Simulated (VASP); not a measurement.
An input for Quantum ESPRESSO's pw.x (written as the equivalent of a VASP run, and not itself run):

```
&CONTROL
  calculation = 'vc-relax'
  pseudo_dir = './pseudo'
  outdir = './out'
  tprnfor = .true.
  tstress = .true.
  nstep = 60
  forc_conv_thr = 0.00039
/
&SYSTEM
  ibrav = 0
  nat = 2
  ntyp = 2
  ecutwfc = 66
  occupations = 'smearing'
  smearing = 'methfessel-paxton'
  degauss = 0.00735
  input_dft = 'vdw-df-cx'
/
&ELECTRONS
  conv_thr = 7.3e-08
  electron_maxstep = 100
/
&IONS
/
&CELL
/
ATOMIC_SPECIES
  Hg 200.592 Hg.upf
  S 32.060 S.upf
CELL_PARAMETERS angstrom
     0.0000000    2.9577339    2.9577339
     2.9577339    0.0000000    2.9577339
     2.9577339    2.9577339   -0.0000000
ATOMIC_POSITIONS crystal
  Hg   0.0000000  0.0000000  0.0000000
  S    0.2500000  0.2500000  0.2500000
K_POINTS automatic
  10 10 10 0 0 0
```

Write the VASP files for the same calculation (vdW-DF-cx).

This is not unique; one that fits is 
INCAR:
```
! general
SYSTEM    =  HgS
PREC      =  Accurate
ENCUT     =  520   ! plane-wave cut-off (eV)
LREAL     =  F   ! projection in real space or not
LASPH     =  T

! electronic loop
EDIFF     =  1E-6   ! SCF stop (eV)
NELM      =  100
ALGO      =  Normal   ! blocked Davidson
LMAXMIX   =  6

! smearing
ISMEAR    =  1
SIGMA     =  0.1

! functional
GGA       =  CX
LUSE_VDW  =  T
AGGAC     =  0.0

! ions
IBRION    =  2   ! conjugate gradients
NSW       =  60   ! most ionic steps
ISIF      =  3   ! ions, shape and volume
EDIFFG    =  -0.01

! output
LWAVE     =  F
LCHARG    =  F
```

File KPOINTS:
```
kpoints
0
gamma
 10 10 10
0 0 0
```

POSCAR:
```
HgS
1
    0.0000000000     2.9577339118     2.9577339118
    2.9577339118     0.0000000000     2.9577339118
    2.9577339118     2.9577339118    -0.0000000000
Hg S
1 1
Direct
  0.0000000000   0.0000000000   0.0000000000
  0.2500000000   0.2500000000   0.2500000000
```

POTCAR, in this order: Hg S (PBE.64 set). Program: vasp_std.

Limits of the translation: the potentials are each code's own (VASP's PAW set, PseudoDojo norm-conserving files in pw.x), so ENCUT and ecutwfc are chosen apart and not converted; conv_thr bounds pw.x's estimated SCF error, while EDIFF bounds the energy change between steps; forc_conv_thr acts on force components and is met together with etot_conv_thr.

The compound is HgS in the zinc blende structure, metacinnabar; cinnabar is the stable form. It was relaxed first. The start is the result of an earlier pass.
